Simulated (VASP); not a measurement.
# Si2Sb2Te (R-3m) in VASP: relaxation of cell and atoms with PBE

Aim: the relaxation of cell and atoms of Si2Sb2Te with PBE.

Everything below comes from runs of VASP 6.6.1. Logs are shortened: lines on timing, memory, paths and dates and some standing lists are left out, and cuts for length are marked.

## 1. The crystal as given

The structure is trigonal, space group R-3m (No. 166). Conventional cell: a = 3.998 Å, b = 3.998 Å, c = 29.631 Å, α = 90.00°, β = 90.00°, γ = 120.00°. Around Si (site symmetry 3m) lie 3 Sb at 2.71 Å. Around Sb (site symmetry 3m) lie 3 Si at 2.71 Å and 3 Te at 3.05 Å. Around Te (site symmetry -3m) lie 6 Sb at 3.05 Å.

The cell was built by a generator and needn't be a form met in nature.

## 2. Relaxation of cell and atoms, PBE

Input file INCAR:

```
SYSTEM = Si2Sb2Te
ALGO = Fast
EDIFF = 1E-4
EDIFFG = -0.08
ENCUT = 520
GGA = PE
IBRION = 2
ISIF = 3
ISMEAR = 0
LASPH = .True.
LCHARG = .False.
LREAL = .False.
LWAVE = .False.
NELM = 60
NSW = 24
PREC = Normal
SIGMA = 0.15
```

Input file KPOINTS:

```
k-points
0
Gamma
  4 4 4
  0 0 0
```

Input file POSCAR:

```
Si2Sb2Te
1.0
    1.9991740300      1.1542236600      9.8769550500
   -1.9991740300      1.1542236600      9.8769550500
    0.0000000000     -2.3084473300      9.8769550500
Si Sb Te
2 2 1
Direct
    0.7818020000      0.7818020000      0.7818020000
    0.2181980000      0.2181980000      0.2181980000
    0.4006260000      0.4006260000      0.4006260000
    0.5993740000      0.5993740000      0.5993740000
    0.0000000000      0.0000000000      0.0000000000
```

Potentials or basis: VASP PAW PBE potentials, release 64 (Si, Sb, Te).

Command:

```bash
> cat potpaw_PBE.64/Si/POTCAR potpaw_PBE.64/Sb/POTCAR potpaw_PBE.64/Te/POTCAR > POTCAR
> mpirun -np 1 vasp_std > vasp.out
```

OUTCAR:

```text
SYSTEM = Si2Sb2Te
   EDIFF = 1E-4
   EDIFFG = -0.08
   ENCUT = 520
   GGA = PE
   IBRION = 2
   ISIF = 3
   ISMEAR = 0
   LASPH = .True.
   LREAL = .False.
   NELM = 60
   NSW = 24
   PREC = Normal

 ion  position               nearest neighbor table
   1  0.782  0.782  0.782-   3 2.71   3 2.71   3 2.71
   2  0.218  0.218  0.218-   4 2.71   4 2.71   4 2.71
   3  0.401  0.401  0.401-   1 2.71   1 2.71   1 2.71   5 3.05   5 3.05   5 3.05
   4  0.599  0.599  0.599-   2 2.71   2 2.71   2 2.71   5 3.05   5 3.05   5 3.05
   5  0.000  0.000  0.000-   4 3.05   3 3.05   4 3.05   4 3.05   3 3.05   3 3.05

  LATTYP: Found a trigonal (rhomboedric) cell.
 ALAT       =    10.1431341369
 COS(alpha) =     0.9223061111

  Lattice vectors:

 A1 = (   1.9991740300,   1.1542236600,   9.8769550500)
 A2 = (  -1.9991740300,   1.1542236600,   9.8769550500)
 A3 = (   0.0000000000,  -2.3084473300,   9.8769550500)

Analysis of symmetry for initial positions (statically):
=====================================================================
 Subroutine PRICEL returns:
 Original cell was already a primitive cell.

 Routine SETGRP: Setting up the symmetry group for a
 trigonal (rhombohedral) supercell.

 Subroutine GETGRP returns: Found 12 space group operations
 (whereof 12 operations were pure point group operations)
 out of a pool of 12 trial point group operations.

The static configuration has the point symmetry D_3d.

Analysis of symmetry for dynamics (positions and initial velocities):
=====================================================================
 Subroutine PRICEL returns:
 Original cell was already a primitive cell.

 Routine SETGRP: Setting up the symmetry group for a
 trigonal (rhombohedral) supercell.

 Subroutine GETGRP returns: Found 12 space group operations
 (whereof 12 operations were pure point group operations)
 out of a pool of 12 trial point group operations.

The dynamic configuration has the point symmetry D_3d.

 Subroutine INISYM returns: Found 12 space group operations
 (whereof 12 operations are pure point group operations),
 and found     1 'primitive' translations

----------------------------------------------------------------------------------------

                                     Primitive cell

  volume of cell :     136.7461

  direct lattice vectors                    reciprocal lattice vectors
     1.999174030  1.154223660  9.876955050     0.250103289  0.144397201  0.033748593
    -1.999174030  1.154223660  9.876955050    -0.250103289  0.144397201  0.033748593
     0.000000000 -2.308447330  9.876955050     0.000000000 -0.288794403  0.033748593

  length of vectors
    10.143134137 10.143134137 10.143134138     0.290759651  0.290759651  0.290759651

  position of ions in fractional coordinates (direct lattice)
     0.781802000  0.781802000  0.781802000
     0.218198000  0.218198000  0.218198000
     0.400626000  0.400626000  0.400626000
     0.599374000  0.599374000  0.599374000
     0.000000000  0.000000000  0.000000000

  ion indices of the primitive-cell ions
   primitive index   ion index
                 1           1
                 2           2
                 3           3
                 4           4
                 5           5

----------------------------------------------------------------------------------------

 KPOINTS: k-points

Automatic generation of k-mesh.
 Grid dimensions read from file:
 generate k-points for:    4    4    4

 Generating k-lattice:

  Cartesian coordinates                     Fractional coordinates (reciprocal lattice)
     0.062525822  0.036099300  0.008437148     0.250000000  0.000000000  0.000000000
    -0.062525822  0.036099300  0.008437148     0.000000000  0.250000000  0.000000000
     0.000000000 -0.072198601  0.008437148    -0.000000000 -0.000000000  0.250000000

  Length of vectors
     0.072689913  0.072689913  0.072689913

  Shift w.r.t. Gamma in fractional coordinates (k-lattice)
     0.000000000  0.000000000  0.000000000

 Subroutine IBZKPT returns following result:
 ===========================================

 Found     13 irreducible k-points:

 Following reciprocal coordinates:
            Coordinates               Weight
  0.000000  0.000000  0.000000      1.000000
  0.250000 -0.000000  0.000000      6.000000
  0.500000 -0.000000  0.000000      3.000000
  0.250000  0.250000  0.000000      6.000000
  0.500000  0.250000  0.000000     12.000000
 -0.250000  0.250000  0.000000      6.000000
  0.500000  0.500000  0.000000      3.000000
  0.250000  0.250000  0.250000      2.000000
  0.500000  0.250000  0.250000      6.000000
 -0.250000  0.250000  0.250000      6.000000
  0.500000  0.500000  0.250000      6.000000
 -0.250000  0.500000  0.250000      6.000000
  0.500000  0.500000  0.500000      1.000000
   k-points           NKPTS =     13   k-points in BZ     NKDIM =     13   number of bands    NBANDS=     16
   number of dos      NEDOS =    301   number of ions     NIONS =      5
   total plane-waves  NPLWV = 216000
   dimension x,y,z NGX =    60 NGY =   60 NGZ =   60
   dimension x,y,z NGXF=   120 NGYF=  120 NGZF=  120
   ions per type =               2   2   1
   NGX,Y,Z   is equivalent  to a cutoff of   9.83,  9.83,  9.83 a.u.
   NGXF,Y,Z  is equivalent  to a cutoff of  19.67, 19.67, 19.67 a.u.
 SYSTEM =  Si2Sb2Te
   PREC   = normal    normal or accurate (medium, high low for compatibility)
   ISTART =      0    job   : 0-new  1-cont  2-samecut
   ICHARG =      2    charge: 1-file 2-atom 10-const
   ISPIN  =      1    spin polarized calculation?
   LNONCOLLINEAR =      F non collinear calculations
   LSORBIT =      F    spin-orbit coupling
   LASPH  =      T    aspherical Exc in radial PAW
   ENCUT  =  520.0 eV  38.22 Ry    6.18 a.u.  18.86 18.86 18.86*2*pi/ulx,y,z
   NELM   =     60;   NELMIN=  2; NELMDL= -5     # of ELM steps
   EDIFF  = 0.1E-03   stopping-criterion for ELM
   LREAL  =      F    real-space projection
   EDIFFG = -.8E-01   stopping-criterion for IOM
   NSW    =     24    number of steps for IOM
   IBRION =      2    ionic relax: 0-MD 1-quasi-New 2-CG
   NFREE  =      1    steps in history (QN), initial steepest desc. (CG)
   ISIF   =      3    stress and relaxation
   ISYM   =      2    0-nonsym 1-usesym 2-fastsym
   POTIM  = 0.5000    time-step for ionic-motion
   TEBEG  =    0.0;   TEEND  =   0.0 temperature during run
   PSTRESS=    0.0 pullay stress
   NELECT =      24.0000    total number of electrons
   NUPDOWN=      -1.0000    fix difference up-down
   EMIN   =  10.00;   EMAX   =-10.00  energy-range for DOS
   EFERMI =   0.00;   METHOD = LEGACY
   ISMEAR =     0;   SIGMA  =   0.15  broadening in eV -4-tet -1-fermi 0-gaus
   EFERMI_NEDOS =   21; number of points for ismear=-14 and -15
   IALGO  =     68    algorithm
   IMIX   =      4    mixing-type and parameters
     AMIX     =   0.40;   BMIX     =  1.00
     AMIX_MAG =   1.60;   BMIX_MAG =  1.00
  volume/ion in A,a.u.               =      27.35       184.56
  Fermi-wavevector in a.u.,A,eV,Ry     =   0.916587  1.732098 11.430682  0.840131
  Thomas-Fermi vector in A             =   2.041459
   LORBIT       =      0    0 simple, 1 ext, 2 COOP (PROOUT), +10 PAW based schemes
   GGA     = PE    functional components
   LHFCALC =     F    Hartree Fock is set to
   AEXX    =    0.0000 exact exchange contribution
   IVDW    =     0    specifies the selected vdW correction
   LEPSILON=     F    determine dielectric tensor
   LRPA    =     F    only Hartree local field effects (RPA)
 conjugate gradient relaxation of ions
 non-spin polarized calculation
 RMM-DIIS sequential band-by-band and
 Gauss-broadening in eV      SIGMA  =   0.15
  energy-cutoff  :      520.00
  volume of cell :      136.75
 maximum number of plane-waves:      3703
   NGX = 37   NGY = 37   NGZ = 37

--------------------------------------- Ionic step        1  -------------------------------------------

 number of electron      23.9999999 magnetization

 Free energy of the ion-electron system (eV)
  ---------------------------------------------------
  ext. energy  EPLUGINS =         0.00000000
  ---------------------------------------------------
  free energy    TOTEN  =       -19.24510912 eV

  energy without entropy =      -19.19783780  energy(sigma->0) =      -19.22147346

------------------------ aborting loop because EDIFF is reached ----------------------------------------

  FORCE on cell =-STRESS in cart. coord.  units (eV):
  Direction    XX          YY          ZZ          XY          YZ          ZX
  --------------------------------------------------------------------------------------
  -------------------------------------------------------------------------------------
  Total        3.3040833      3.3040833      0.7631524      0.0000000     -0.0000000      0.0000000
  in kB       38.7120947     38.7120946      8.9414291      0.0000000     -0.0000000      0.0000000
  external PRESSURE =      28.7885395 kB  Pullay stress =       0.0000000 kB
[... 98 lines left out ...]
  FREE ENERGIE OF THE ION-ELECTRON SYSTEM (eV)
  ---------------------------------------------------
  free  energy   TOTEN  =       -19.4077281857 eV

  energy  without entropy=      -19.3531191216  energy(sigma->0) =      -19.38042365

 E-fermi :   7.6909     XC(G=0):  -9.9957

 val. band max:        7.6171013511   @ k =   0.0000   0.0000   0.0000
 cond. band min:       7.7677805883   @ k =   0.5000   0.2500   0.0000
 fundamental gap:      0.1506792373
 Fermi energy:         7.6909137313

 k-point     1 :       0.0000    0.0000    0.0000
  band No.  band energies     occupation
      1      -5.6072      2.00000
      2      -3.5571      2.00000
      3      -3.1167      2.00000
      4       1.5474      2.00000
      5       3.1944      2.00000
      6       6.0497      2.00000
[... 224 lines left out ...]
      3      -1.4245      2.00000
      4      -0.3983      2.00000
      5       5.3961      2.00000
      6       6.0221      2.00000
[... 8 lines left out ...]
     15       9.1300      0.00000
     16       9.1546      0.00000

[... ionic steps 4 to 21 ...]

--------------------------------------- Ionic step       22  -------------------------------------------

 number of electron      24.0000000 magnetization

------------------------ aborting loop because EDIFF is reached ----------------------------------------
[... 73 lines left out ...]
--------------------------------------- Ionic step       24  -------------------------------------------

 number of electron      23.9999998 magnetization

 Free energy of the ion-electron system (eV)
  ---------------------------------------------------
  ext. energy  EPLUGINS =         0.00000000
  ---------------------------------------------------
  free energy    TOTEN  =       -21.22670573 eV

  energy without entropy =      -21.20585466  energy(sigma->0) =      -21.21628020

 E-fermi :   7.8209     XC(G=0): -10.0342

 val. band max:        7.7143336172   @ k =   0.0000   0.0000   0.0000
 cond. band min:       7.9235082949   @ k =   0.2500  -0.0000   0.0000
 fundamental gap:      0.2091746776
 Fermi energy:         7.8209248697

 k-point     1 :       0.0000    0.0000    0.0000
  band No.  band energies     occupation
      1      -5.5108      2.00000
      2      -3.5302      2.00000
      3      -3.0400      2.00000
      4       1.7222      2.00000
      5       3.3480      2.00000
      6       6.1817      2.00000
[... 268 lines left out ...]
  FREE ENERGIE OF THE ION-ELECTRON SYSTEM (eV)
  ---------------------------------------------------
  free  energy   TOTEN  =       -21.2267057338 eV

  energy  without entropy=      -21.2058546626  energy(sigma->0) =      -21.21628020

 reached required accuracy - stopping structural energy minimisation
```

It took 7.6 min on 1 thread of Intel Xeon 6975P-C (Granite Rapids), shared host; peak memory 0.55 GiB.

Results:

| Quantity | Value |
| --- | --- |
| Free energy | -21.2267 eV |
| Relaxed volume | 23.95 Å³/atom |
| Relaxed cell | a = 8.624 Å, b = 8.624 Å, c = 8.624 Å, α = 27.38°, β = 27.38°, γ = 27.38° |
| Space group after relaxing (to 0.05 Å) | R-3m (No. 166) |
| Energy gained by relaxing | 396.3 meV/atom |
| Ionic steps | 24 |
| Pressure after relaxing | 0.0 GPa |
| Largest force after relaxing | 0.020 eV/Å |
| Band gap on the k mesh | none (metal or under the smearing width) |

Forces on the atoms (eV/Å):
```
Si   0.000  0.000  0.020
Si   0.000  0.000 -0.020
Sb   0.000  0.000  0.005
Sb   0.000  0.000 -0.005
Te   0.000  0.000  0.000
```

The path:
```
step  energy change (eV)  largest force (eV/Å)  pressure (GPa)  volume (Å³)
   1              0.0000                0.8542            2.88       136.75
   2             -0.1623                0.7157           -1.49       146.68
   3             -0.1626                0.7089           -1.58       147.12
   4             -0.3064                0.5886           -1.63       145.39
   5             -0.6864                0.7269           -1.50       139.66
   6             -0.8098                1.1666            1.04       125.68
   7             -0.8997                1.0589           -0.77       133.28
   8             -0.9163                1.1997            0.03       128.71
   9             -0.9319                1.1599           -0.35       130.69
  10             -1.1074                1.1171           -0.20       127.14
  11             -1.1646                0.9112            1.08       121.55
  12             -1.3218                0.9926            0.76       121.09
  13             -1.4374                1.0283            0.85       120.42
  14             -1.6327                0.7786           -0.42       122.20
  15             -1.7887                0.4521           -1.62       124.15
  16             -1.8839                0.1637           -3.60       127.68
  17             -1.8930                0.0272           -3.20       126.74
  18             -1.9749                0.2008            0.15       119.60
  19             -1.9763                0.1838           -0.14       120.35
  20             -1.9764                0.1777           -0.17       120.53
  21             -1.9760                0.1703           -0.45       120.92
  22             -1.9763                0.1796           -0.38       120.65
  23             -1.9800                0.1018           -0.25       120.26
  24             -1.9816                0.0198            0.00       119.73
```

Final structure:
```cif
data_structure
_symmetry_space_group_name_H-M 'P 1'
_symmetry_Int_Tables_number 1
_cell_length_a 8.6243
_cell_length_b 8.6243
_cell_length_c 8.6243
_cell_angle_alpha 27.380
_cell_angle_beta 27.380
_cell_angle_gamma 27.380
_cell_volume 119.73
loop_
_atom_site_label
_atom_site_type_symbol
_atom_site_fract_x
_atom_site_fract_y
_atom_site_fract_z
_atom_site_occupancy
Si1 Si 0.81125 0.81125 0.81125 1
Si2 Si 0.18875 0.18875 0.18875 1
Sb1 Sb 0.41515 0.41515 0.41515 1
Sb2 Sb 0.58485 0.58485 0.58485 1
Te1 Te 0.00000 0.00000 0.00000 1
```

Caveat: the k mesh is coarse (spacing up to 0.46 Å⁻¹), so the values aren't converged; the relaxation stopped at a loose force limit of 0.08 eV/Å, so its end isn't a converged minimum.
